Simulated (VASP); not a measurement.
Here is the system:

```xyz
3
Lattice="1.9050 -3.2996 0.0000 1.9050 3.2996 0.0000 0.0000 0.0000 6.1400" Properties=species:S:1:pos:R:3 pbc="T T T"
Sn     0.0000     0.0000     0.0000
Se     1.9050     1.0999     1.5350
Se     1.9050    -1.0999     4.6050
```

These are PBE GGA, VASP's PBE PAW potentials (set 64) (plane waves; VASP) values and carry that method's errors. Run with 400 eV cut-off, 6×6×4 Γ-centred mesh, Gaussian smearing of 0.050 eV, potentials Sn_d Se.

Question: Predict the energy per atom (σ→0), pressure, largest force.

Answer: 
```
Item                           Result
---------------------  --------------
energy per atom (σ→0)  -3.916 eV/atom
pressure                     5.36 GPa
largest force              0.724 eV/Å
```

The compound is SnSe2 in the 1T layered structure. The cell was not relaxed at this level. The run is one of a series of settings (EDIFF = 1E-8 against the base run), some of them coarse on purpose.
